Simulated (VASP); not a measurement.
Crystal: Cd2CuO3.

```
Cd Cu O
1.0
     4.17776    0.00000    0.00000
     0.00000    4.17776    0.00000
     0.00000    0.00000    5.84735
Cd Cu O
2 1 3
Cartesian
  2.0889 2.0889 2.9237
  2.0889 2.0889 0.0000
  0.0000 0.0000 2.9237
  2.0889 0.0000 2.9237
  0.0000 2.0889 2.9237
  0.0000 0.0000 0.0000
```

The cell was built by a generator and needn't be a form met in nature.

```yaml
Program: VASP 6.6.1
Task: relaxation of cell and atoms
Functional: PBE
Potentials_or_basis: VASP PAW PBE potentials, release 64 (Cd, Cu, O)
Cutoff: 520 eV
k_mesh: 4 × 4 × 3
Occupations: gaussian, width 0.15 eV
Spin: no spin polarisation
```

At the start: pressure -2.8 GPa; volume 17.01 Å³/atom.

Task: Where does the relaxation end?

Result: Over 24 steps the energy falls by 6.7 meV/atom and the volume is 16.70 Å³/atom (-1.8 %); space group P4/mmm (No. 123, to 0.05 Å).

The path:
| step | energy change (eV) | largest force (eV/Å) | pressure (GPa) | volume (Å³) |
| --- | --- | --- | --- | --- |
| 1 | 0.0000 | 0.0000 | -2.79 | 102.06 |
| 2 | -0.0165 | 0.0000 | 2.06 | 97.73 |
| 3 | -0.0331 | 0.0000 | 0.36 | 99.61 |
| 4 | -0.0334 | 0.0000 | -1.54 | 99.51 |
| 5 | -0.0292 | 0.0000 | 1.52 | 98.62 |
| 6 | -0.0320 | 0.0000 | 1.33 | 99.02 |
| 7 | -0.0329 | 0.0000 | 1.04 | 99.27 |
| 8 | -0.0331 | 0.0000 | 0.50 | 99.39 |
| 9 | -0.0333 | 0.0000 | 1.75 | 99.44 |
| 10 | -0.0326 | 0.0000 | -0.86 | 101.87 |
| 11 | -0.0343 | 0.0000 | -1.82 | 101.42 |
| 12 | -0.0355 | 0.0000 | -0.45 | 100.56 |
| 13 | -0.0354 | 0.0000 | -0.18 | 100.47 |
| 14 | -0.0355 | 0.0000 | -0.15 | 100.51 |
| 15 | -0.0356 | 0.0000 | -1.84 | 100.53 |
| 16 | -0.0275 | 0.0000 | 2.05 | 98.49 |
| 17 | -0.0363 | 0.0000 | 0.67 | 99.91 |
| 18 | -0.0364 | 0.0000 | 0.18 | 100.02 |
| 19 | -0.0380 | 0.0000 | 0.42 | 100.06 |
| 20 | -0.0401 | 0.0000 | 1.68 | 100.16 |
| 21 | -0.0312 | 0.0000 | 1.93 | 100.35 |
| 22 | -0.0395 | 0.0000 | 1.37 | 100.21 |
| 23 | -0.0399 | 0.0000 | 0.59 | 100.19 |
| 24 | -0.0401 | 0.0000 | 0.44 | 100.17 |

Final structure:
```yaml
crystal:
  lattice:
    - [4.10575, 0.00000, 0.00000]
    - [0.00000, 4.10575, 0.00000]
    - [0.00000, 0.00000, 5.94252]
  atoms:
    - { symbol: Cd, position: [0.50000, 0.50000, 0.50000] }
    - { symbol: Cd, position: [0.50000, 0.50000, 0.00000] }
    - { symbol: Cu, position: [0.00000, 0.00000, 0.50000] }
    - { symbol: O, position: [0.50000, 0.00000, 0.50000] }
    - { symbol: O, position: [0.00000, 0.50000, 0.50000] }
    - { symbol: O, position: [0.00000, 0.00000, 0.00000] }
```

Caveat: the k mesh is coarse (spacing up to 0.38 Å⁻¹), so the values aren't converged; an odd number of electrons without spin polarisation forces a metal; a magnetic or distorted state may lie lower; the run has no spin polarisation, though such a crystal can be magnetic; the relaxation stopped at a loose force limit of 0.08 eV/Å, so its end isn't a converged minimum.
